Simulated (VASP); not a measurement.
VASP input:

INCAR:
```
# general
SYSTEM =W
PREC   =Accurate
ENCUT  =480
LREAL  =.FALSE.
LASPH  =.TRUE.

# electronic loop
EDIFF  =1E-7
NELM   =100
ALGO   =Normal
LMAXMIX=6

# smearing
ISMEAR =1
SIGMA  =0.1

# functional
GGA    =PS

# ions
IBRION =2
NSW    =40
ISIF   =3
EDIFFG =-0.01
PSTRESS=100

# output
LWAVE  =.FALSE.
LCHARG =.FALSE.
```

**POSCAR**
```
W
1
   -1.5785728233     1.5785728233     1.5785728233
    1.5785728233    -1.5785728233     1.5785728233
    1.5785728233     1.5785728233    -1.5785728233
W
1
Direct
  0.0000000000   0.0000000000   0.0000000000
```

KPOINTS:
```
Automatic mesh
0
Gamma
16 16 16
0 0 0
```

POTCAR, in this order: W_sv (PBE.64 set). Program: vasp_std.

Task: Translate this PBEsol calculation to Quantum ESPRESSO's pw.x.

Result: One equivalent input (not run):
```
&CONTROL
  calculation = 'vc-relax'
  pseudo_dir = './pseudo'
  outdir = './out'
  tprnfor = .true.
  tstress = .true.
  nstep = 40
  forc_conv_thr = 0.00039
/
&SYSTEM
  ibrav = 0
  nat = 1
  ntyp = 1
  ecutwfc = 74
  occupations = 'smearing'
  smearing = 'methfessel-paxton'
  degauss = 0.00735
  input_dft = 'pbesol'
/
&ELECTRONS
  conv_thr = 7.3e-09
  electron_maxstep = 100
/
&IONS
/
&CELL
  press = 100
/
ATOMIC_SPECIES
  W 183.840 W.upf
CELL_PARAMETERS angstrom
    -1.5785728    1.5785728    1.5785728
     1.5785728   -1.5785728    1.5785728
     1.5785728    1.5785728   -1.5785728
ATOMIC_POSITIONS crystal
  W    0.0000000  0.0000000  0.0000000
K_POINTS automatic
  16 16 16 0 0 0
```
Limits of the translation: the potentials are each code's own (VASP's PAW set, PseudoDojo norm-conserving files in pw.x), so ENCUT and ecutwfc are chosen apart and not converted; conv_thr bounds pw.x's estimated SCF error, while EDIFF bounds the energy change between steps; forc_conv_thr acts on force components and is met together with etot_conv_thr.

The compound is W in the bcc structure. This run relaxes it under an external pressure of 10 GPa. Symmetry was kept, so distortions that lower it aren't found.
